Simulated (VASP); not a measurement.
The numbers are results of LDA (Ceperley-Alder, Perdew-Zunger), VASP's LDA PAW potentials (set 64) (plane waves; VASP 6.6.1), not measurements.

A VASP calculation is set up with these files.

File POSCAR:
```
C
1.0
  1.2182703997  -2.1101056656   0.0000000000
  1.2182703997   2.1101056656   0.0000000000
  0.0000000000   0.0000000000   6.0624585070
C
4
direct
  0.0000000000   0.0000000000   0.2500000000
  0.0000000000   0.0000000000   0.7500000000
  0.3333330000   0.6666670000   0.2500000000
  0.6666670000   0.3333330000   0.7500000000
```

File KPOINTS:
```
Automatic mesh
0
gamma
 10 10 4
0 0 0
```

INCAR:
```
ALGO  =  Normal
EDIFF  =  1E-6
EDIFFG  =  -0.02
ENCUT  =  620
IBRION  =  2
ISIF  =  3
ISMEAR  =  0
LASPH  =  .True.
LCHARG  =  .False.
LREAL  =  .False.
LWAVE  =  .False.
NELM  =  100
NSW  =  40
PREC  =  Accurate
PSTRESS  =  50
SIGMA  =  0.05
SYSTEM  =  C
```

POTCAR, in this order: C (LDA.64 set). Program: vasp_std.

What VASP printed:

OUTCAR:
```
 ion  position               nearest neighbor table
   1  0.000  0.000  0.250-   3 1.41   3 1.41   3 1.41
   2  0.000  0.000  0.750-   4 1.41   4 1.41   4 1.41
   3  0.333  0.667  0.250-   1 1.41   1 1.41   1 1.41
   4  0.667  0.333  0.750-   2 1.41   2 1.41   2 1.41
  LATTYP: Found a hexagonal cell.
 ALAT       =     2.4365403109
 C/A-ratio  =     2.4881420922
 Subroutine PRICEL returns:
 Original cell was already a primitive cell.
 Subroutine GETGRP returns: Found 24 space group operations
The static configuration has the point symmetry D_3d.
 The point group associated with its full space group is D_6h.
The dynamic configuration has the point symmetry D_3d.
 Subroutine INISYM returns: Found 24 space group operations
 Subroutine IBZKPT returns following result:
 Found     42 irreducible k-points:

 Following reciprocal coordinates:
            Coordinates               Weight
  0.000000  0.000000  0.000000      1.000000
  0.100000  0.000000  0.000000      6.000000
  0.200000  0.000000  0.000000      6.000000
  0.300000  0.000000  0.000000      6.000000
  0.400000  0.000000  0.000000      6.000000
  0.500000  0.000000  0.000000      3.000000
  0.100000  0.100000  0.000000      6.000000
  0.200000  0.100000  0.000000     12.000000
  0.300000  0.100000  0.000000     12.000000
  0.400000  0.100000  0.000000     12.000000
  0.200000  0.200000  0.000000      6.000000
  0.300000  0.200000  0.000000     12.000000
  0.400000  0.200000  0.000000      6.000000
  0.300000  0.300000  0.000000      6.000000
  0.000000  0.000000  0.250000      2.000000
  0.100000  0.000000  0.250000     12.000000
  0.200000  0.000000  0.250000     12.000000
  0.300000  0.000000  0.250000     12.000000
  0.400000  0.000000  0.250000     12.000000
  0.500000  0.000000  0.250000      6.000000
  0.100000  0.100000  0.250000     12.000000
  0.200000  0.100000  0.250000     24.000000
  0.300000  0.100000  0.250000     24.000000
  0.400000  0.100000  0.250000     24.000000
  0.200000  0.200000  0.250000     12.000000
  0.300000  0.200000  0.250000     24.000000
  0.400000  0.200000  0.250000     12.000000
  0.300000  0.300000  0.250000     12.000000
  0.000000  0.000000  0.500000      1.000000
  0.100000  0.000000  0.500000      6.000000
  0.200000  0.000000  0.500000      6.000000
  0.300000  0.000000  0.500000      6.000000
  0.400000  0.000000  0.500000      6.000000
  0.500000  0.000000  0.500000      3.000000
  0.100000  0.100000  0.500000      6.000000
  0.200000  0.100000  0.500000     12.000000
  0.300000  0.100000  0.500000     12.000000
  0.400000  0.100000  0.500000     12.000000
  0.200000  0.200000  0.500000      6.000000
  0.300000  0.200000  0.500000     12.000000
   k-points           NKPTS =     42   k-points in BZ     NKDIM =     42   number of bands    NBANDS=     12
   number of dos      NEDOS =    301   number of ions     NIONS =      4
   total plane-waves  NPLWV =  20000
   dimension x,y,z NGX =    20 NGY =   20 NGZ =   50
   dimension x,y,z NGXF=    40 NGYF=   40 NGZF=  100
   ions per type =               4
   PREC   = accura    normal or accurate (medium, high low for compatibility)
   ISTART =      0    job   : 0-new  1-cont  2-samecut
   ICHARG =      2    charge: 1-file 2-atom 10-const
   ISPIN  =      1    spin polarized calculation?
   LNONCOLLINEAR =      F non collinear calculations
   LSORBIT =      F    spin-orbit coupling
   INIWAV =      1    electr: 0-lowe 1-rand  2-diag
   ENCUT  =  620.0 eV  45.57 Ry    6.75 a.u.   4.95  4.95 12.31*2*pi/ulx,y,z
   NELM   =    100;   NELMIN=  2; NELMDL= -5     # of ELM steps
...
```

**OSZICAR**
```
       N       E                     dE             d eps       ncg     rms          rms(c)
DAV:   1     0.443642816115E+02    0.44364E+02   -0.94719E+03  1016   0.144E+03
DAV:   2    -0.399854014508E+02   -0.84350E+02   -0.77919E+02  1444   0.242E+02
DAV:   3    -0.432724908424E+02   -0.32871E+01   -0.32653E+01  1296   0.473E+01
DAV:   4    -0.433069359331E+02   -0.34445E-01   -0.34410E-01  1256   0.584E+00
DAV:   5    -0.433075877423E+02   -0.65181E-03   -0.65174E-03  1244   0.771E-01    0.952E+00
DAV:   6    -0.410944561773E+02    0.22131E+01   -0.22680E+00  1184   0.106E+01    0.542E+00
DAV:   7    -0.404220694871E+02    0.67239E+00   -0.22415E+00  1180   0.106E+01    0.142E+00
DAV:   8    -0.404227262396E+02   -0.65675E-03   -0.68881E-02  1172   0.187E+00    0.142E-01
DAV:   9    -0.404222327838E+02    0.49346E-03   -0.17178E-03  1260   0.337E-01    0.603E-02
DAV:  10    -0.404222357936E+02   -0.30098E-05   -0.55697E-05  1300   0.626E-02    0.195E-02
DAV:  11    -0.404222331365E+02    0.26571E-05   -0.73157E-06  1244   0.208E-02    0.193E-03
DAV:  12    -0.404222331153E+02    0.21176E-07   -0.21817E-07   852   0.431E-03
   1 F= -.39449517E+02 E0= -.39449517E+02  d E =-.394495E+02
```

**OUTCAR**
```
------------------------ aborting loop because EDIFF is reached ----------------------------------------
  FORCE on cell =-STRESS in cart. coord.  units (eV):
  Direction    XX          YY          ZZ          XY          YZ          ZX
  --------------------------------------------------------------------------------------
  Total        0.9923941      0.9923935      0.9636512     -0.0000000      0.0000000      0.0000000
  in kB       51.0114966     51.0114693     49.5340431     -0.0000000      0.0000000      0.0000000
  external PRESSURE =       0.5190030 kB  Pullay stress =      50.0000000 kB
  volume of cell :       31.17
      direct lattice vectors                 reciprocal lattice vectors
     1.218270400 -2.110105666  0.000000000     0.410417917 -0.236954958  0.000000000
     1.218270400  2.110105666  0.000000000     0.410417917  0.236954958  0.000000000
     0.000000000  0.000000000  6.062458507     0.000000000  0.000000000  0.164949583
 POSITION                                       TOTAL-FORCE (eV/Angst)
 -----------------------------------------------------------------------------------
      0.00000      0.00000      1.51561         0.000000     -0.000000     -0.000000
      0.00000      0.00000      4.54684         0.000000      0.000000      0.000000
      1.21827      0.70337      1.51561        -0.000000      0.000000     -0.000000
      1.21827     -0.70337      4.54684         0.000000     -0.000000      0.000000
 -----------------------------------------------------------------------------------
    total drift:                                0.000000     -0.000000      0.000000
  FREE ENERGIE OF THE ION-ELECTRON SYSTEM (eV)
  ---------------------------------------------------
  free  energy   TOTEN  =       -40.4222331153 eV

  energy  without entropy=      -40.4222331153  energy(sigma->0) =      -40.42223312
  enthalpy is  TOTEN    =       -39.4495170412 eV   P V=        0.9727160741

 reached required accuracy - stopping structural energy minimisation
```
(Selected blocks of OUTCAR.)

The compound is C in the graphite structure. It was relaxed first under an external pressure of 5 GPa.
